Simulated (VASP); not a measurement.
Here is the system:

```
HgZnS2
1.0
    1.95739     1.13010     6.47916
   -1.95739     1.13010     6.47916
    0.00000    -2.26019     6.47916
Zn Hg S
1 1 2
Direct
  0.49892   0.49892   0.49892
  0.00356   0.00356   0.00356
  0.13136   0.13136   0.13136
  0.61615   0.61615   0.61615
```

Method: LDA (Ceperley-Alder, Perdew-Zunger), VASP's LDA PAW potentials (set 64) (plane waves; VASP 6.6.1). Numerical set-up: 400 eV cut-off, Gaussian smearing of 0.050 eV, potentials Zn Hg S.

Unless said otherwise, spin-orbit coupling is left out, though it shifts the bands of the heavy elements here.

**Question.** Predict the band gap (along the path) with the smallest direct gap where there is one.

**Answer.** 
```json
{
  "band gap (along the path)": "0.36 eV",
  "smallest direct gap (along the path)": "0.36 eV"
}
```

The structure comes from a computed database's ZnHgS2 entry (R3m); how it stands against other phases isn't given here. It was relaxed first, which changed the volume by -8 %.
